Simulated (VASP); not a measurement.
RbCl (rock salt): the band gap from VASP (plane waves, PAW) at several levels of theory. Gaps are without spin-orbit coupling. Each level names its cell: its own relaxed one, PBE's, or the starting one. A gap is the smallest over the k-mesh and a band path; hybrids may have named points in place of the path, and GW has the mesh alone. The mesh is coarse and the basis finite, so the quasiparticle values are not converged.

```json
[
 {"level": "LDA (own cell)", "band gap (eV)": "4.85", "error against measurement (eV)": "-3.65"},
 {"level": "PBE (own cell)", "band gap (eV)": "4.83", "error against measurement (eV)": "-3.67"},
 {"level": "PBEsol (own cell)", "band gap (eV)": "4.89", "error against measurement (eV)": "-3.61"},
 {"level": "PBE-D4 (own cell)", "band gap (eV)": "4.93", "error against measurement (eV)": "-3.57"},
 {"level": "HSEsol (PBE cell)", "band gap (eV)": "6.02", "error against measurement (eV)": "-2.48"},
 {"level": "PBE0 (PBE cell)", "band gap (eV)": "6.85", "error against measurement (eV)": "-1.65"},
 {"level": "Hartree-Fock (PBE cell)", "band gap (eV)": "12.88", "error against measurement (eV)": "+4.38"},
 {"level": "G0W0@PBE (starting cell)", "band gap (eV)": "7.64", "error against measurement (eV)": "-0.86"}
]
```

Measured: 8.50 eV (as given by Aguado et al., (1998), arXiv:cond-mat/9809176).

The cell of the LDA (own cell) run:

```cif
data_ClRb
_chemical_formula_sum 'Rb1 Cl1'
_space_group_name_H-M_alt 'P 1'
_space_group_IT_number 1
_cell_length_a 4.51376
_cell_length_b 4.51376
_cell_length_c 4.51376
_cell_angle_alpha 60.000
_cell_angle_beta 60.000
_cell_angle_gamma 60.000
loop_
_space_group_symop_operation_xyz
  'x, y, z'
loop_
_atom_site_label
_atom_site_type_symbol
_atom_site_fract_x
_atom_site_fract_y
_atom_site_fract_z
_atom_site_occupancy
Rb1 Rb 0.00000 0.00000 0.00000 1
Cl1 Cl 0.50000 0.50000 0.50000 1
```

Only levels that ran to the end are used. Left out are those held back, those with too coarse a band path, GW runs whose mesh misses a band edge, hybrids' fits of cells that aren't cubic and levels without matching references; a question may draw on a part of the rest.

The compound is RbCl in the rock salt structure.
